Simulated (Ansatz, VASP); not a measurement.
# MoOs: VASP beside Ansatz

File INCAR:

```
SYSTEM = MoOs
ALGO     = Fast           ! electronic algorithm
EDIFF    = 1E-6           ! SCF threshold, eV
ENCUT    = 520            ! plane-wave cutoff, eV
ISIF     = 2              ! what is computed and relaxed
ISMEAR   = 0              ! smearing method
LASPH    = .TRUE.         ! aspherical terms in the spheres
LCHARG   = .FALSE.        ! write CHGCAR
LREAL    = .FALSE.        ! projectors in reciprocal space
LWAVE    = .FALSE.        ! write WAVECAR
NBANDS   = 18             ! bands
NELM     = 100            ! most SCF steps
PREC     = Accurate       ! precision mode
SIGMA    = 0.15           ! smearing width, eV
```

KPOINTS

```
k-points
0
G
  21 21 10
  0 0 0
```

File POSCAR:

```
MoOs
1.0
    2.6426679012      0.0000000000      0.0000000000
   -1.3213339506      2.2886175362      0.0000000000
    0.0000000000      0.0000000000      4.5070550000
Mo Os
1 1
Direct
    0.6666666667      0.3333333333      0.5000000000
    0.3333333333      0.6666666667      0.0000000000
```

Input for Ansatz:

```yaml
crystal:
  lattice:
    - [2.6426679012, 0.0, 0.0]
    - [-1.3213339506, 2.2886175362, 0.0]
    - [0.0, 0.0, 4.507055]
  atoms:
    - { symbol: Mo, position: [0.6666666667, 0.3333333333, 0.5] }
    - { symbol: Os, position: [0.3333333333, 0.6666666667, 0.0] }
basis:
  ecutwfc: 420
kpoints:
  mp_grid: { grid: [21, 21, 10] }
hamiltonian:
  xc: lda
scf:
  occupations: { method: gaussian, width: 0.15 }
output:
  forces: true
  stress: true
  eigenvalues: true
```

Change from the starting cell: strain -0.050 along x and y, +0.000 along z, atoms carried along.

Alike in both runs: task single point; functional LDA; k mesh 21 × 21 × 10; occupations gaussian, width 0.15 eV; no spin polarisation.

|  | VASP | Ansatz |
| --- | --- | --- |
| version | VASP 6.6.1 | Ansatz 0.2.0 |
| potentials or method | VASP PAW LDA potentials, release 64 (Mo_sv, Os) | scalar-relativistic, plane waves, PAW |
| plane-wave cutoff (eV) | 520 | 420 |
| valence electrons in the cell | 22 | 30 |

```csv
,VASP,Ansatz,Ansatz less VASP
gap on the k mesh at the Fermi level (eV),none,none,-
pressure (GPa),22.7,21.1,-1.65
largest component of the traceless stress (GPa),19.90,19.89,-0.014
```

A gap of «none» marks a metal or a gap that the smearing closes. The two sets of potentials don't hold the same shells in valence.

Caveats: so large a pressure means that the cell lies far from this level's equilibrium, or that cutoff or potentials fall short (VASP). The runs have no spin-orbit coupling, so splittings on Os are missing.
